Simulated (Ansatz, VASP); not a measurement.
**GaAs in two plane-wave programs**

One calculation is typed for both programs; each brings its own data sets. How far apart do they land? The cell is taken from a series of runs on this material, whose earlier steps may have relaxed, scaled, displaced or heated it; both programs get it as it stands.

Method: plane waves, with VASP 6.6.1 beside it; single point at LDA, in Ansatz 0.2.0.

## 1. Set-up

Symmetry: F-43m, No. 216, cubic system. The conventional cell has a = 5.603 Å, b = 5.603 Å, c = 5.603 Å, α = 90.00°, β = 90.00°, γ = 90.00°. Nearest to Ga lie 4 As at 2.43 Å. As has 4 Ga at 2.43 Å nearest. Farther neighbours are not listed.

Coordinates:

```
Ga As
1.0
     0.00000    2.80156    2.80156
     2.80156    0.00000    2.80156
     2.80156    2.80156    0.00000
Ga As
1 1
Direct
  0.00000 0.00000 0.00000
  0.75000 0.75000 0.75000
```

## 2. VASP: single point, LDA

A single point gives forces, pressure and levels at one fixed geometry, so differences don't come from the geometry; what else differs is listed under the comparison.

Lines of VASP's logs that name or quote its potential files are left out, and so is its time.

File INCAR:

```
SYSTEM = GaAs
PREC = Accurate
ENCUT = 500
EDIFF = 1E-06
NELM = 120
ISMEAR = -1
SIGMA = 0.03
LREAL = .FALSE.
ALGO = Normal
GGA = PW92
NBANDS = 15
LORBIT = 11
LWAVE = .FALSE.
LCHARG = .FALSE.
ISIF = 2
LASPH = .TRUE.
GGA_COMPAT = .FALSE.
EFERMI = MIDGAP
KPAR = 2
```

File POSCAR:

```
GaAs
1.0
    0.0000000000      2.8015629883      2.8015629883
    2.8015629883      0.0000000000      2.8015629883
    2.8015629883      2.8015629883      0.0000000000
Ga As
1 1
Direct
    0.0000000000      0.0000000000      0.0000000000
    0.7500000000      0.7500000000      0.7500000000
```

File KPOINTS:

```
Automatic mesh
0
Gamma
30 30 30
0 0 0
```

PAW data sets: Ga_d and As (LDA family, release 64).

On the command line:

```bash
mpirun -np 2 vasp_std
```

Numbers of over 12 decimals in the logs are rounded to 6 here.

The log of the run:

```text
[banner, memory and clock lines left out]
running    2 mpi-ranks, on    1 nodes
 distrk:  each k-point on    1 cores,    2 groups
 distr:  one band on    1 cores,    1 groups

 POSCAR found type information on POSCAR GaAs
 POSCAR found :  2 types and       2 ions
|                                                                             |
|               ----> ADVICE to this user running VASP <----                  |
|                                                                             |
|     You enforced a specific xc type in the INCAR file but a different       |
|     [... a line on the potential file left out ...]
|     I HOPE YOU KNOW WHAT YOU ARE DOING!                                     |
|                                                                             |

 LDA part: xc-table for (Slater(with rela. corr.)+PW92), standard interpolation
 POSCAR, INCAR and KPOINTS ok, starting setup
 FFT: planning ... GRIDC
 FFT: planning ... GRID_SOFT
 FFT: planning ... GRID
 WAVECAR not read
 entering main loop
       N       E                     dE             d eps       ncg     rms          rms(c)
DAV:   1     0.811914922209E+02    0.81191E+02   -0.88882E+03 23034   0.163E+03
DAV:   2    -0.335694245324E+01   -0.84548E+02   -0.80698E+02 25325   0.314E+02
DAV:   3    -0.977007025113E+01   -0.64131E+01   -0.63871E+01 27411   0.692E+01
DAV:   4    -0.987082049551E+01   -0.10075E+00   -0.10072E+00 27349   0.964E+00
DAV:   5    -0.987230956250E+01   -0.14891E-02   -0.14890E-02 28756   0.105E+00    0.307E+00
DAV:   6    -0.968303828472E+01    0.18927E+00   -0.23020E-01 35016   0.882E+00    0.180E+00
DAV:   7    -0.964026502717E+01    0.42773E-01   -0.67602E-02 32193   0.202E+00    0.525E-01
DAV:   8    -0.963709364170E+01    0.31714E-02   -0.91082E-03 28608   0.111E+00    0.110E-01
DAV:   9    -0.963706209749E+01    0.31544E-04   -0.71661E-04 27912   0.338E-01    0.415E-02
DAV:  10    -0.963706670731E+01   -0.46098E-05   -0.41162E-05 35276   0.709E-02    0.217E-02
DAV:  11    -0.963707145792E+01   -0.47506E-05   -0.66247E-06 26165   0.402E-02    0.247E-03
DAV:  12    -0.963707133853E+01    0.11939E-06   -0.41336E-07 18182   0.100E-02
   1 F= -.96370713E+01 E0= -.96370713E+01  d E =-.334665E-07
```

Parts of OUTCAR (step 2):

```text
ion  position               nearest neighbor table
   1  0.000  0.000  0.000-   2 2.43   2 2.43   2 2.43   2 2.43
   2  0.750  0.750  0.750-   1 2.43   1 2.43   1 2.43   1 2.43

  LATTYP: Found a face centered cubic cell.
 ALAT       =     5.6031259766

 Subroutine GETGRP returns: Found 24 space group operations
 (whereof 24 operations were pure point group operations)

The static configuration has the point symmetry T_d .

 Found    752 irreducible k-points:

   k-points           NKPTS =    752   k-points in BZ     NKDIM =    752   number of bands    NBANDS=     15

   dimension x,y,z NGX =    30 NGY =   30 NGZ =   30
   dimension x,y,z NGXF=    60 NGYF=   60 NGZF=   60

   ENCUT  =  500.0 eV  36.75 Ry    6.06 a.u.   7.22  7.22  7.22*2*pi/ulx,y,z

   NELECT =      18.0000    total number of electrons

 k-points in reciprocal lattice and weights: Automatic mesh
   0.00000000  0.00000000  0.00000000       0.000
   0.03333333  0.00000000  0.00000000       0.000
   0.06666667  0.00000000  0.00000000       0.000
   0.10000000  0.00000000  0.00000000       0.000
   0.13333333  0.00000000  0.00000000       0.000
   0.16666667  0.00000000  0.00000000       0.000
   0.20000000  0.00000000  0.00000000       0.000
   0.23333333  0.00000000  0.00000000       0.000
   0.26666667  0.00000000  0.00000000       0.000
[...]
-0.26666667  0.46666667  0.23333333       0.001
  -0.26666667  0.50000000  0.23333333       0.000

 average (electrostatic) potential at core
       1 -67.3084       2 -53.5600

 E-fermi :   4.3816

 k-point     1 :       0.0000    0.0000    0.0000
  band No.  band energies     occupation
    ...
      5     -10.8346      2.00000
      6      -8.8962      2.00000
      7       4.0648      1.99995
      8       4.0648      1.99995
      9       4.0648      1.99995
     10       4.5990      0.00142
     11       7.7481      0.00000
     12       7.7481      0.00000
     13       7.7481      0.00000
     14      11.4978      0.00000
    ...

 k-point     2 :       0.0333    0.0000    0.0000
  band No.  band energies     occupation
    ...
      5     -10.8346      2.00000
      6      -8.8826      2.00000
      7       3.7005      2.00000
      8       4.0444      1.99997
      9       4.0444      1.99997
     10       4.9046      0.00000
     11       7.7644      0.00000
     12       7.7780      0.00000
     13       7.7780      0.00000
     14      11.5821      0.00000
    ...

 k-point     3 :       0.0667    0.0000    0.0000
  band No.  band energies     occupation
    ...
      5     -10.8346      2.00000
      6      -8.8417      2.00000
      7       3.1274      2.00000
      8       3.9862      2.00000
      9       3.9862      2.00000
     10       5.2894      0.00000
     11       7.8353      0.00000
     12       7.8634      0.00000
     13       7.8634      0.00000
     14      11.8210      0.00000
    ...

  Total        0.0773140      0.0773140      0.0773140     -0.0000000      0.0000000     -0.0000000
  in kB        2.8166794      2.8166794      2.8166794     -0.0000000      0.0000000     -0.0000000
  external PRESSURE =       2.8166794 kB  Pullay stress =       0.0000000 kB

  energy-cutoff  :      500.00
  volume of cell :       43.98
      direct lattice vectors                 reciprocal lattice vectors
     0.000000000  2.801562988  2.801562988    -0.178471804  0.178471804  0.178471804
     2.801562988  0.000000000  2.801562988     0.178471804 -0.178471804  0.178471804
     2.801562988  2.801562988  0.000000000     0.178471804  0.178471804 -0.178471804

 POSITION                                       TOTAL-FORCE (eV/Angst)
 -----------------------------------------------------------------------------------
      0.00000      0.00000      0.00000         0.000000     -0.000000      0.000000
      4.20234      4.20234      4.20234        -0.000000      0.000000     -0.000000
 -----------------------------------------------------------------------------------
    total drift:                                0.000000      0.000000      0.000000

  FREE ENERGIE OF THE ION-ELECTRON SYSTEM (eV)
  ---------------------------------------------------
  free  energy   TOTEN  =        -9.6370713385 eV

  energy  without entropy=       -9.6370713051  energy(sigma->0) =       -9.63707132

 total charge
# of ion       s       p       d       tot
------------------------------------------
    1        0.896   0.833   9.998  11.727
    2        1.217   1.613   0.033   2.862
--------------------------------------------------
tot          2.112   2.446  10.031  14.589

[... 3 further parts left out ...]
```

The run ends at a pressure of 0.28 GPa.

## 3. Ansatz: single point, LDA

Ansatz runs on its PAW soft_1 files.

The same cell, functional (in two slightly different forms), mesh and smearing now go to Ansatz, which takes its cutoff from its data sets.

File input.yaml:

```yaml
crystal:
  lattice:
    - [0.0, 2.8015629883, 2.8015629883]
    - [2.8015629883, 0.0, 2.8015629883]
    - [2.8015629883, 2.8015629883, 0.0]
  atoms:
    - { symbol: Ga, position: [0.0, 0.0, 0.0] }
    - { symbol: As, position: [0.75, 0.75, 0.75] }
kpoints:
  mp_grid: { grid: [30, 30, 30] }
hamiltonian:
  xc: lda
  pseudopotentials: { kind: paw, azcp: { folder: soft_1 }, xc_functional: pbe }
scf:
  occupations: { method: fermi_dirac, width: 0.03 }
output:
  forces: true
  stress: true
  eigenvalues: true
```

On the command line:

```bash
ansatz run input.yaml --threads 8 --pin off --max-ram 16384MiB --backend cpu --events-out ev --progress --plain --runs-dir out
```

The log of the run:

```text
Engine: ansatz 0.2.0, x86_64-unknown-linux-gnu
Pseudopotentials: kind: paw
Pseudopotential: Ga, paw, valence charge 13, recommended cutoff 420 eV (normal), soft_1/Ga.paw.azcp
Pseudopotential: As, paw, valence charge 15, recommended cutoff 420 eV (normal), soft_1/As.paw.azcp
Functional definition: SPW92
  exchange = slater_x
  correlation = pw_c
Crystal: 2 atoms, lattice volume = 43.978 Å³
Basis set: ecut = 420 eV, 869 PW (Γ)
Bands: 18, of which v1, the nominal top of the filled ones, is band 14 counted from 1 (13 counted from 0)
Symmetry: 24 space group operations
Space group: F-43m (ITA 216), of the structure as read, at distance tolerance 3.5e-5 Å
k-points: 752 of 27000 (time reversal used)
Non-local potential: Ga, projectors of the file, l = 0: 2, l = 1: 2, l = 2: 3, l = 3: 1
Non-local potential: As, projectors of the file, l = 0: 2, l = 1: 2, l = 2: 3, l = 3: 1
PAW form: soft (Blöchl's): semilocal exchange-correlation on the pseudo side does not see the compensation charge
PAW frozen core: Ga, regenerated for the run's functional, and the local potential with it (the file was generated under x = pbe(κ = 0.804, μ = 0.219515), c = pbe(β = 0.066725))
PAW frozen core: As, regenerated for the run's functional, and the local potential with it (the file was generated under x = pbe(κ = 0.804, μ = 0.219515), c = pbe(β = 0.066725))
PAW one-centre angular grid: Ga, 590 points (default); XC on 64 Gauss nodes
PAW one-centre angular grid: As, 590 points (default); XC on 64 Gauss nodes
Initial density: superposition of atomic densities (chi_scale 0.1, normalization cell, long waves kept (reshape's long-wave potential 0.00 eV rms))
Initial wavefunctions: pseudopotential atomic-orbital guess
Functional: x = slater, c = lda
SCF iter   1: F=—  HF=-8481.461299 eV  |F-HF|=—  |Δ(HF+E_count)|=         —  Δρ=4.24e-2  dr2=4.98e-1  ethr=3.10e-3  ⟨swp⟩=5.9  Hψ=65780  notcnv=0
preconditioner: auto → none  [insulator: Δε(μ)=0.565 eV  Ē_g=15.881 eV  σ=0.030 eV  W_gap=1.00  n_scr=14 (ndim 8)  ℏωp=23.8 eV  f_vac=0.000  D(μ)=0.00/eV (n_scr^D=0)  ε∞_Penn≈3.2]
SCF iter   2: F=—  HF=-8481.332025 eV  |F-HF|=—  |Δ(HF+E_count)|=   1.29e-1  Δρ=1.76e-2  dr2=7.88e-2  ethr=1.78e-3  ⟨swp⟩=2.0  Hψ=22559  notcnv=0
SCF iter   3: F=—  HF=-8481.312615 eV  |F-HF|=—  |Δ(HF+E_count)|=   1.94e-2  Δρ=5.43e-3  dr2=6.22e-3  ethr=2.82e-4  ⟨swp⟩=2.2  Hψ=23517  notcnv=0
SCF iter   4: F=—  HF=-8481.307522 eV  |F-HF|=—  |Δ(HF+E_count)|=   5.09e-3  Δρ=1.00e-3  dr2=1.69e-4  ethr=2.22e-5  ⟨swp⟩=2.0  Hψ=23312  notcnv=0
SCF iter   5: F=—  HF=-8481.307532 eV  |F-HF|=—  |Δ(HF+E_count)|=   1.02e-5  Δρ=2.11e-4  dr2=2.00e-5  ethr=6.02e-7  ⟨swp⟩=2.0  Hψ=24065  notcnv=0
SCF iter   6: F=—  HF=-8481.307526 eV  |F-HF|=—  |Δ(HF+E_count)|=   6.53e-6  Δρ=6.06e-5  dr2=9.36e-7  ethr=7.14e-8  ⟨swp⟩=2.0  Hψ=24064  notcnv=0
SCF iter   7: F=—  HF=-8481.307526 eV  |F-HF|=—  |Δ(HF+E_count)|=   2.32e-7  Δρ=1.46e-5  dr2=3.70e-8  ethr=3.57e-10  ⟨swp⟩=6.3  Hψ=71361  notcnv=0
SCF iter   8: F=-8481.307526 eV  HF=-8481.307526 eV  |F-HF|=4.23e-9  |Δ(HF+E_count)|=   1.78e-8  Δρ=3.23e-6  dr2=2.10e-9  ethr=1.32e-10  ⟨swp⟩=4.8  Hψ=52428  notcnv=0
SCF 1 converged in 8 iterations: F = -8481.307526 eV  dr2 = 2.10e-9
  greatest PAW one-centre occupation: 0.999 electrons in one spin orbital (limit 2), on the As atom at site 1 (counted from 0), in its partial waves of l = 2
SCF converged after 8 iterations
Free energy (F): -8481.307526 eV
Harris-Foulkes:  -8481.307526 eV  (|F-HF|=4.23e-9)
Internal energy: -8481.307526 eV  (E = F + TS)
E sigma→0 (E₀):  -8481.307526 eV
Entropy (-TS):   -0.000000 eV (-0.000 meV/atom)
Fermi energy:    8.268503 eV
--- Per-component energies (eV) ---
  E_band       = -322.517807
  E_kinetic    = 211.338833
  E_local      = -3627.912845  (includes V_loc(G=0)·N_el)
  E_nonlocal   = -481.097774
  E_hartree    = 2117.052078
  E_xc         = -133.899006
  E_vxc        = -131.201422  (∫ρ·V_xc dr)
  E_paw        = -3847.505697  (= ΣΔE_a)
  E_vpaw       = -527.746243  (= ΣTr[D̂ρ^β])
  E_aug_tail   = -0.000222  (compensation charges beyond the density's cutoff)
  E_ewald      = -2723.086604
  E_core_change = 3.803710  (= ΣΔE_core)
  E_smearing   = -0.000000  (= −TS)
  E_closure    = 0.000000  (closes the sum)
  Σ components = -8481.307526   (vs F -8481.307526, Δ=0.00e0)
--- Forces (eV/Å), atoms counted from 1 ---
  atom   1  Ga     0.00000000    -0.00000000    -0.00000000
  atom   2  As     0.00000000     0.00000000     0.00000000
  max |Σ_I F_I| component: 2.49e-17 eV/Å
--- Stress (GPa, compression-positive) ---
        0.013186      -0.000000      -0.000000
       -0.000000       0.013186       0.000000
       -0.000000       0.000000       0.013186
  P = ⅓ Tr σ = 0.0132 GPa (0.132 kbar)
--- Band table (eV; the first three rows and the last of 752) ---
  k-point 0: bands = [... 10 lower, -5.0044, 7.9731, 7.9731, 7.9731, 8.4642, 11.6703, 11.6703, 11.6703]
  k-point 1: bands = [... 10 lower, -4.9907, 7.5983, 7.9529, 7.9529, 8.7807, 11.6860, 11.7001, 11.7001]
  k-point 2: bands = [... 10 lower, -4.9498, 7.0232, 7.8949, 7.8949, 9.1692, 11.7547, 11.7854, 11.7854]
  k-point 751: bands = [... 10 lower, -2.3319, 1.1724, 4.2992, 4.4876, 12.4625, 12.5360, 13.5398, 14.0541]
```

Reading the cycles: dr2 is the Hartree energy of the density residual (eV), the measure of convergence; HF is the Harris–Foulkes estimate of the energy, which meets the free energy F at convergence.

The run ends at a pressure of 0.01 GPa.

## 4. Comparison

Known differences besides the potentials themselves: the data sets hold 28 valence electrons in Ansatz (on its PAW soft_1 files) and 18 in VASP; the cutoff is 420 eV in Ansatz and 500 eV in VASP; VASP's log shows a relativistic correction to its local exchange, Ansatz's none. Total energies have different zeros and are not compared.

Both answers:

| quantity | Ansatz | VASP | difference |
| --- | --- | --- | --- |
| pressure (GPa) | 0.01 | 0.28 | -0.27 |
| gap on the k mesh (eV) | 0.491 | 0.534 | -0.043 |

A gap on the mesh is an upper bound, since the band edges may lie between its points.

## 5. Outcome

```
difference in gap on the k mesh (single point, LDA) : -0.043 eV
```

In words: The difference in gap on the k mesh is -0.043 eV (single point, LDA), within the 0.08 eV picked in this series as the mark of a large difference. The data sets hold unlike numbers of valence electrons (28 in Ansatz and 18 in VASP), so part of the differences comes from the potentials. 6 further runs of this series are not shown here. Such differences can come from data sets, numerical settings and the points named under the comparisons, not from the functional's error against experiment.

[Lines on the potential files, build, host, timing and source positions are cut from VASP's logs without a mark.]

[Logs are printed without paths, hosts, clocks, repeated set-up lines and the standing remarks that a program may print on its own settings, such as how far it seeks lower states.]

[Hosts, paths, dates, database ids (printed as entryN), source tags and the programs' standing remarks are cut or masked in the printed files.]
